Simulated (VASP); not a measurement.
# A VASP study of MnFe4SiB2 (rev-vdW-DF2): structure first, properties next, part 5 of 6

What structure does MnFe4SiB2 take at this level, and what are its properties? The start is a computed cell from the Materials Project.

VASP 6.6.1; rev-vdW-DF2, spin-polarised from a ferromagnetic start; plane waves and PAW (Mn_pv, Fe, Si, B).

Still holding for the runs below: The magnetic state follows from one typed start and may not be the lowest.

So far. Step 3 (Second relaxation): It ends with a largest force of 0.009 eV/Å and a pressure of -0.09 GPa. The volume moved by under 0.01 %: the run met its threshold at the first step. Step 4 (Single point with fields (rev-vdW-DF2)): In this run the pressure is -0.08 GPa, small enough to go on. The relaxed cell has a = 5.498, c = 10.172 Å (conventional setting).

## (5) Band structure (rev-vdW-DF2)

Levels along the symmetry lines show where the bands peak and cross; KPOINTS_OPT computes them in the converged potential.

INCAR

```
SYSTEM = MnFe4SiB2
PREC = Accurate
ENCUT = 420
EDIFF = 1E-06
NELM = 100
ISMEAR = 1
SIGMA = 0.2
LREAL = .FALSE.
ALGO = Normal
GGA = MK
AGGAC = 0
LUSE_VDW = .TRUE.
PARAM1 = 0.1234
PARAM2 = 0.711357
ZAB_VDW = -1.8867
LASPH = .TRUE.
NBANDS = 108
ISPIN = 2
MAGMOM = 1.998 1.998 1.511 1.511 1.511 1.511 1.511 1.511 1.511 1.511 -0.073 -0.073 -0.103 -0.103 -0.103 -0.103
LMAXMIX = 4
LORBIT = 11
LWAVE = .FALSE.
LCHARG = .FALSE.
KPAR = 8
```

POSCAR

```
MnFe4SiB2
1.0
   -2.7489862493      2.7489862493      5.0858436328
    2.7489862493     -2.7489862493      5.0858436328
    2.7489862493      2.7489862493     -5.0858436328
Mn Fe Si B
2 8 2 4
Direct
    0.5000000000      0.5000000000      0.0000000000
    0.0000000000      0.0000000000      0.0000000000
    0.5318582523      0.0318582523      0.8357585666
    0.1960996857      0.6960996857      0.1642414334
    0.0318582523      0.1960996857      0.5000000000
    0.6960996857      0.5318582523      0.5000000000
    0.4681417477      0.9681417477      0.1642414334
    0.8039003143      0.3039003143      0.8357585666
    0.9681417477      0.8039003143      0.5000000000
    0.3039003143      0.4681417477      0.5000000000
    0.2500000000      0.2500000000      0.0000000000
    0.7500000000      0.7500000000      0.0000000000
    0.8798784748      0.3798784748      0.2597569497
    0.1201215252      0.6201215252      0.7402430503
    0.3798784748      0.1201215252      0.5000000000
    0.6201215252      0.8798784748      0.5000000000
```

KPOINTS

```
Automatic mesh
0
Gamma
6 6 6
0 0 0
```

KPOINTS_OPT

```
Line mode
12
Line-mode
Reciprocal
  0.00000000   0.00000000   0.00000000 GAMMA
  0.50000000  -0.50000000   0.00000000 X

  0.50000000  -0.50000000   0.00000000 X
  0.50000000  -0.50000000   0.14607945 Y

  0.50000000  -0.50000000   0.14607945 Y
  0.32303973  -0.32303973   0.32303973 S

  0.32303973  -0.32303973   0.32303973 S
  0.00000000   0.00000000   0.00000000 GAMMA

  0.00000000   0.00000000   0.00000000 GAMMA
  0.50000000   0.50000000  -0.50000000 Z

  0.50000000   0.50000000  -0.50000000 Z
  0.67696027   0.32303973  -0.32303973 S1

  0.67696027   0.32303973  -0.32303973 S1
  0.50000000   0.00000000   0.00000000 N

  0.50000000   0.00000000   0.00000000 N
  0.75000000  -0.25000000  -0.25000000 P

  0.75000000  -0.25000000  -0.25000000 P
  0.85392055   0.14607945  -0.50000000 Y1

  0.85392055   0.14607945  -0.50000000 Y1
  0.50000000   0.50000000  -0.50000000 Z

  0.50000000  -0.50000000   0.00000000 X
  0.75000000  -0.25000000  -0.25000000 P
```

Potentials, in the order of the species: Mn_pv, Fe, Si and B (PBE family, release 64).

Launch:

```
$ mpirun -np 8 vasp_std
```

Log:

```text
[... set-up lines as in an earlier step ...]
 entering main loop
       N       E                     dE             d eps       ncg     rms          rms(c)
DAV:   1     0.103789344265E+04    0.10379E+04   -0.37072E+04 13560   0.107E+03
DAV:   2     0.462962074424E+01   -0.10333E+04   -0.93302E+03 12960   0.313E+02
DAV:   3    -0.119563142564E+03   -0.12419E+03   -0.10606E+03 13460   0.125E+02
DAV:   4    -0.125533635592E+03   -0.59705E+01   -0.58371E+01 15256   0.303E+01
DAV:   5    -0.125645419142E+03   -0.11178E+00   -0.11164E+00 15288   0.388E+00    0.535E+01
DAV:   6    -0.124392782247E+03    0.12526E+01   -0.10542E+02 17048   0.995E+01    0.584E+01
DAV:   7    -0.138765821995E+03   -0.14373E+02   -0.10238E+02 16460   0.884E+01    0.751E+01
DAV:   8    -0.102098439816E+03    0.36667E+02   -0.25322E+01 14812   0.494E+01    0.202E+01
DAV:   9    -0.100875855402E+03    0.12226E+01   -0.69355E+00 18376   0.148E+01    0.807E+00
DAV:  10    -0.100808935437E+03    0.66920E-01   -0.11427E+00 14036   0.685E+00    0.626E+00
DAV:  11    -0.100922577847E+03   -0.11364E+00   -0.11828E-01 15744   0.176E+00    0.562E+00
DAV:  12    -0.101006619865E+03   -0.84042E-01   -0.27680E-02 17884   0.122E+00    0.464E+00
DAV:  13    -0.101148394924E+03   -0.14178E+00   -0.23847E-01 17156   0.454E+00    0.219E+00
DAV:  14    -0.101163702660E+03   -0.15308E-01   -0.66398E-02 15852   0.130E+00    0.101E+00
DAV:  15    -0.101163498948E+03    0.20371E-03   -0.37205E-03 15380   0.325E-01    0.736E-01
DAV:  16    -0.101162699186E+03    0.79976E-03   -0.63795E-04 16632   0.174E-01    0.482E-01
DAV:  17    -0.101161996803E+03    0.70238E-03   -0.34486E-04 18352   0.149E-01    0.226E-01
DAV:  18    -0.101161893470E+03    0.10333E-03   -0.14661E-04 17584   0.614E-02    0.144E-01
DAV:  19    -0.101161834202E+03    0.59268E-04   -0.22893E-05 18164   0.396E-02    0.712E-02
DAV:  20    -0.101161820000E+03    0.14202E-04   -0.16909E-05 17000   0.253E-02    0.262E-02
DAV:  21    -0.101161819699E+03    0.30102E-06   -0.46917E-06 11828   0.884E-03
   1 F= -.10116182E+03 E0= -.10116421E+03  d E =0.715854E-02  mag=    15.4634
 Start KPOINTS_OPT (optional k-point list driver)
k-point batch [1-30\132]
       N       E                     dE             ncg
DAV:   1     0.332567831468E+05   -0.29313E+05    13656
DAV:   2     0.375269077372E+04   -0.29504E+05    12960
DAV:   3     0.366380998301E+03   -0.33863E+04    13488
DAV:   4     0.212366465290E+03   -0.15401E+03    14952
DAV:   5     0.209802660092E+03   -0.25638E+01    15192
DAV:   6     0.209707754559E+03   -0.94906E-01    15240
DAV:   7     0.209701845062E+03   -0.59095E-02    18048
DAV:   8     0.209701749259E+03   -0.95803E-04    15420
DAV:   9     0.209701744044E+03   -0.52150E-05    11048
DAV:  10     0.209701743895E+03   -0.14882E-06     8960
[...]
k-point batch [121-132\132]
       N       E                     dE             ncg
DAV:   1     0.546587214081E+05   -0.17884E+05     5456
DAV:   2     0.427822001222E+05   -0.11877E+05     5184
DAV:   3     0.414219373054E+05   -0.13603E+04     5436
DAV:   4     0.413591938068E+05   -0.62743E+02     5960
DAV:   5     0.413581659111E+05   -0.10279E+01     5976
DAV:   6     0.413581279773E+05   -0.37934E-01     6028
DAV:   7     0.413581256061E+05   -0.23711E-02     7084
DAV:   8     0.413581255526E+05   -0.53582E-04     6152
DAV:   9     0.413581255501E+05   -0.24677E-05     4304
DAV:  10     0.413581255500E+05   -0.66939E-07     3376
```

The job ended after 8.8 min (8 MPI ranks of Intel Xeon 6975P-C (Granite Rapids), shared host; peak memory 11 GiB).

OUTCAR, selected parts (step 5):

```text
   k-points           NKPTS =     30   k-points in BZ     NKDIM =     30   number of bands    NBANDS=    108

   NELECT =     110.0000    total number of electrons

 E-fermi :   8.3600

 spin component 1
 k-point     1 :       0.0000    0.0000    0.0000
  band No.  band energies     occupation
    ...
     60       7.9342      1.00516
     61       7.9523      1.00704
     62       7.9722      1.00969
     63       8.0130      1.01706
     64       8.0495      1.02527
     65       8.3940      0.35856
     66       8.9520     -0.00012
     67       8.9520     -0.00012
     68       9.2060     -0.00000
     69       9.2060     -0.00000
    ...

 k-point     2 :       0.1667    0.0000    0.0000
  band No.  band energies     occupation
    ...
     60       7.8636      1.00125
     61       8.0319      1.02120
     62       8.1299      1.03453
     63       8.1807      1.01082
     64       8.2926      0.76808
     65       8.6141     -0.03516
     66       8.6635     -0.02686
     67       8.8145     -0.00301
     68       9.2312     -0.00000
     69       9.4757     -0.00000
    ...

Total vdW correction in eV:     14.7980981

  Total       -0.0967161     -0.0967161     -0.0864926      0.0000000      0.0000000      0.0000000
  in kB       -1.0079550     -1.0079550     -0.9014077      0.0000000      0.0000000      0.0000000
  external PRESSURE =      -0.9724392 kB  Pullay stress =       0.0000000 kB

 POSITION                                       TOTAL-FORCE (eV/Angst)
 -----------------------------------------------------------------------------------
      0.00000      0.00000      5.08584        -0.000000     -0.000000     -0.000000
      0.00000      0.00000      0.00000         0.000000     -0.000000     -0.000000
      0.92300      3.67198     -1.38356        -0.001812     -0.001812     -0.002150
      1.82599     -0.92300      3.70228         0.001812      0.001812     -0.002150
      1.82599      0.92300     -1.38356         0.001812     -0.001812     -0.002150
      0.92300      1.82599      3.70228        -0.001812      0.001812     -0.002150
      1.82599     -0.92300      6.46941         0.001812      0.001812      0.002150
      0.92300      3.67198      1.38356        -0.001812     -0.001812      0.002150
      0.92300      1.82599      6.46941        -0.001812      0.001812      0.002150
      1.82599      0.92300      1.38356         0.001812     -0.001812      0.002150
      0.00000      0.00000      2.54292         0.000000     -0.000000     -0.000000
      0.00000      0.00000      7.62877         0.000000     -0.000000     -0.000000
     -0.66042      2.08856      5.08584        -0.005850     -0.005850     -0.000000
      3.40941      0.66042      0.00000         0.005850      0.005850      0.000000
      0.66042      2.08856      0.00000         0.005850     -0.005850     -0.000000
      2.08856      0.66042      5.08584        -0.005850      0.005850     -0.000000
 -----------------------------------------------------------------------------------
    total drift:                                0.000000      0.000000      0.000000

  FREE ENERGIE OF THE ION-ELECTRON SYSTEM (eV)
  ---------------------------------------------------
  free  energy   TOTEN  =      -101.1618196994 eV

  energy  without entropy=     -101.1689782388  energy(sigma->0) =     -101.16420588

Total vdW correction in eV:     14.7980868

 magnetization (x)
# of ion       s       p       d       tot
------------------------------------------
    1        0.001   0.000   1.997   1.998
    2        0.001   0.000   1.997   1.998
    3        0.001  -0.013   1.523   1.511
    4        0.001  -0.013   1.523   1.511
    5        0.001  -0.013   1.523   1.511
    6        0.001  -0.013   1.523   1.511
    7        0.001  -0.013   1.523   1.511
    8        0.001  -0.013   1.523   1.511
    9        0.001  -0.013   1.523   1.511
   10        0.001  -0.013   1.523   1.511
   11       -0.011  -0.062   0.000  -0.073
   12       -0.011  -0.062   0.000  -0.073
   13       -0.019  -0.084   0.000  -0.103
   14       -0.019  -0.084   0.000  -0.103
   15       -0.019  -0.084   0.000  -0.103
   16       -0.019  -0.084   0.000  -0.103
--------------------------------------------------
tot         -0.087  -0.562  16.176  15.526

[... 8 parts as in an earlier step ...]

[... 13 further parts left out ...]
```

This step gave:

| Item | Value |
| --- | --- |
| SCF cycles | 21 |
| bands | 108 |
| pressure | -0.09724 GPa |

Spin up. The electronic bands at the labelled points (eV, zero at the Fermi level; # counts the bands kept, so #1 is VASP's band 9):

| point | #52 | #53 | #54 | #55 | #56 | #57 | #58 | #59 |
| --- | --- | --- | --- | --- | --- | --- | --- | --- |
| Γ | -0.43 | -0.41 | -0.39 | -0.35 | -0.31 | 0.03 | 0.59 | 0.59 |
| 0.55 of the way | -0.57 | -0.39 | -0.15 | -0.09 | 0.08 | 0.60 | 0.66 | 0.95 |
| X | -0.53 | -0.48 | -0.13 | -0.06 | 0.07 | 0.63 | 0.83 | 1.05 |
| 0.55 of the way | -0.51 | -0.39 | -0.16 | -0.01 | 0.08 | 0.51 | 0.78 | 1.08 |
| Y | -0.49 | -0.22 | -0.19 | 0.10 | 0.10 | 0.29 | 0.70 | 0.95 |
| 0.45 of the way | -0.50 | -0.33 | -0.10 | 0.08 | 0.22 | 0.28 | 0.57 | 0.78 |
| S | -0.50 | -0.47 | -0.41 | 0.10 | 0.29 | 0.36 | 0.63 | 0.92 |
| 0.45 of the way | -0.47 | -0.42 | -0.09 | 0.04 | 0.07 | 0.18 | 0.35 | 0.77 |
| Γ | -0.43 | -0.41 | -0.39 | -0.35 | -0.31 | 0.03 | 0.59 | 0.59 |
| 0.55 of the way | -0.30 | -0.30 | -0.10 | 0.00 | 0.04 | 0.04 | 0.17 | 0.26 |
| Z | -0.56 | -0.56 | -0.11 | -0.11 | 0.03 | 0.29 | 0.33 | 0.73 |
| 0.45 of the way | -0.54 | -0.35 | -0.30 | -0.24 | 0.13 | 0.22 | 0.46 | 0.98 |
| S1 | -0.50 | -0.47 | -0.41 | 0.10 | 0.29 | 0.36 | 0.63 | 0.92 |
| 0.55 of the way | -0.51 | -0.47 | -0.30 | 0.08 | 0.27 | 0.66 | 0.77 | 0.86 |
| N | -0.53 | -0.34 | -0.34 | 0.15 | 0.15 | 0.71 | 0.71 | 1.14 |
| 0.55 of the way | -0.43 | -0.37 | -0.37 | 0.07 | 0.07 | 0.75 | 0.75 | 1.26 |
| P | -0.49 | -0.39 | -0.39 | -0.13 | -0.13 | 0.98 | 0.98 | 1.37 |
| 0.45 of the way | -0.46 | -0.40 | -0.27 | -0.07 | -0.06 | 0.80 | 0.84 | 1.08 |
| Y1 | -0.49 | -0.22 | -0.19 | 0.10 | 0.10 | 0.29 | 0.70 | 0.95 |
| 0.55 of the way | -0.46 | -0.43 | -0.25 | -0.17 | 0.20 | 0.25 | 0.35 | 1.21 |
| Z | -0.56 | -0.56 | -0.11 | -0.11 | 0.03 | 0.29 | 0.33 | 0.73 |
| jump to X | -0.53 | -0.48 | -0.13 | -0.06 | 0.07 | 0.63 | 0.83 | 1.05 |
| 0.45 of the way | -0.50 | -0.47 | -0.22 | -0.08 | -0.04 | 0.83 | 0.86 | 1.05 |
| P | -0.49 | -0.39 | -0.39 | -0.13 | -0.13 | 0.98 | 0.98 | 1.37 |

Of the projections kept (Mn, Fe, Si, B), the largest for each band there; the rest of the weight can lie on other orbitals:

| point | #52 | #53 | #54 | #55 | #56 | #57 | #58 | #59 |
| --- | --- | --- | --- | --- | --- | --- | --- | --- |
| Γ | Mn 0.51 | Fe 0.96 | Fe 0.89 | Mn 0.51 | Mn 0.53 | Fe 0.81 | Fe 0.85 | Fe 0.85 |
| X | Fe 0.65 | Mn 0.60 | Fe 0.64 | Fe 0.57 | Fe 0.92 | Fe 0.71 | Fe 0.76 | Fe 0.54 |
| Y | Fe 0.75 | Fe 0.67 | Fe 0.48 | Fe 0.82 | Fe 0.61 | Fe 0.74 | Fe 0.71 | Fe 0.56 |
| S | Fe 0.79 | Fe 0.57 | Fe 0.78 | Fe 0.79 | Fe 0.60 | Fe 0.73 | Fe 0.54 | Fe 0.60 |
| Γ | Mn 0.51 | Fe 0.96 | Fe 0.89 | Mn 0.51 | Mn 0.53 | Fe 0.81 | Fe 0.85 | Fe 0.85 |
| Z | Fe 0.89 | Fe 0.89 | Fe 0.61 | Fe 0.61 | Fe 0.54 | Fe 0.86 | Fe 0.90 | Fe 0.70 |

Spin down. Electronic bands along the path, in eV, zero at the Fermi level; # counts the bands kept, so #1 is VASP's band 9:

| point | #36 | #37 | #38 | #39 | #40 | #41 | #42 | #43 |
| --- | --- | --- | --- | --- | --- | --- | --- | --- |
| Γ | -0.60 | -0.60 | -0.13 | -0.13 | -0.03 | 0.01 | 0.32 | 0.32 |
| 0.55 of the way | -0.61 | -0.26 | -0.12 | -0.06 | 0.08 | 0.16 | 0.28 | 0.31 |
| X | -0.41 | -0.25 | -0.21 | 0.11 | 0.23 | 0.28 | 0.29 | 0.41 |
| 0.55 of the way | -0.54 | -0.24 | -0.09 | -0.02 | 0.23 | 0.26 | 0.30 | 0.35 |
| Y | -0.67 | -0.30 | -0.19 | 0.09 | 0.19 | 0.23 | 0.23 | 0.29 |
| 0.45 of the way | -0.80 | -0.37 | -0.24 | 0.02 | 0.07 | 0.15 | 0.20 | 0.29 |
| S | -0.49 | -0.48 | -0.19 | -0.09 | -0.07 | 0.09 | 0.20 | 0.23 |
| 0.45 of the way | -0.48 | -0.31 | -0.31 | -0.01 | 0.00 | 0.17 | 0.28 | 0.30 |
| Γ | -0.60 | -0.60 | -0.13 | -0.13 | -0.03 | 0.01 | 0.32 | 0.32 |
| 0.55 of the way | -0.74 | -0.74 | -0.69 | -0.42 | -0.29 | -0.29 | 0.26 | 0.26 |
| Z | -0.84 | -0.84 | -0.45 | -0.33 | -0.27 | -0.27 | -0.17 | 0.03 |
| 0.45 of the way | -0.55 | -0.47 | -0.37 | -0.37 | -0.27 | -0.23 | -0.04 | 0.07 |
| S1 | -0.49 | -0.48 | -0.19 | -0.09 | -0.07 | 0.09 | 0.20 | 0.23 |
| 0.55 of the way | -0.52 | -0.39 | -0.19 | -0.03 | 0.04 | 0.22 | 0.24 | 0.28 |
| N | -0.58 | -0.21 | -0.21 | 0.02 | 0.02 | 0.26 | 0.26 | 0.33 |
| 0.55 of the way | -0.53 | -0.20 | -0.20 | 0.05 | 0.05 | 0.19 | 0.19 | 0.43 |
| P | -0.31 | -0.31 | -0.31 | 0.06 | 0.06 | 0.17 | 0.17 | 0.55 |
| 0.45 of the way | -0.42 | -0.29 | -0.06 | 0.01 | 0.04 | 0.20 | 0.25 | 0.51 |
| Y1 | -0.67 | -0.30 | -0.19 | 0.09 | 0.19 | 0.23 | 0.23 | 0.29 |
| 0.55 of the way | -0.63 | -0.43 | -0.31 | -0.23 | -0.22 | -0.14 | 0.09 | 0.16 |
| Z | -0.84 | -0.84 | -0.45 | -0.33 | -0.27 | -0.27 | -0.17 | 0.03 |
| jump to X | -0.41 | -0.25 | -0.21 | 0.11 | 0.23 | 0.28 | 0.29 | 0.41 |
| 0.45 of the way | -0.38 | -0.23 | -0.16 | 0.03 | 0.12 | 0.23 | 0.25 | 0.51 |
| P | -0.31 | -0.31 | -0.31 | 0.06 | 0.06 | 0.17 | 0.17 | 0.55 |

Of the projections kept (Mn, Fe, Si, B), the largest for each band there; the rest of the weight can lie on other orbitals:

| point | #36 | #37 | #38 | #39 | #40 | #41 | #42 | #43 |
| --- | --- | --- | --- | --- | --- | --- | --- | --- |
| Γ | Fe 0.96 | Fe 0.96 | Fe 0.97 | Fe 0.97 | Fe 0.99 | Fe 1.00 | Fe 0.96 | Fe 0.96 |
| X | Fe 0.99 | Fe 0.67 | Fe 0.99 | Fe 0.93 | Fe 1.00 | Fe 0.94 | Fe 0.90 | Fe 0.53 |
| Y | Fe 0.86 | Fe 0.99 | Fe 0.84 | Fe 0.84 | Fe 0.87 | Fe 0.58 | Fe 0.99 | Fe 0.95 |
| S | Fe 0.99 | Fe 0.96 | Fe 0.82 | Fe 0.82 | Fe 0.90 | Fe 0.90 | Fe 0.71 | Fe 0.94 |
| Γ | Fe 0.96 | Fe 0.96 | Fe 0.97 | Fe 0.97 | Fe 0.99 | Fe 1.00 | Fe 0.96 | Fe 0.96 |
| Z | Fe 0.62 | Fe 0.62 | Fe 0.98 | Fe 1.00 | Fe 0.92 | Fe 0.92 | Mn 0.65 | Fe 0.91 |

There is no gap at this level.

Spin up: of the bands kept, 3 cross the Fermi level on this path. Spin down: of the bands kept, 4 cross the Fermi level on this path.

(Part 5 of 6 ends here.)

[Lines on the potential files, build, host, timing and source positions are cut from VASP's logs without a mark.]

[Logs are printed without paths, hosts, clocks, repeated set-up lines and the standing remarks that a program may print on its own settings, such as how far it seeks lower states.]

[Hosts, paths, dates, database ids (printed as entryN), source tags and the programs' standing remarks are cut or masked in the printed files.]

[A measured line is paired with the nearest computed mode of its activity, which favours agreement.]

[In band tables of VASP the shares of atoms and orbitals are scaled to a sum of 1 inside the atoms' spheres.]
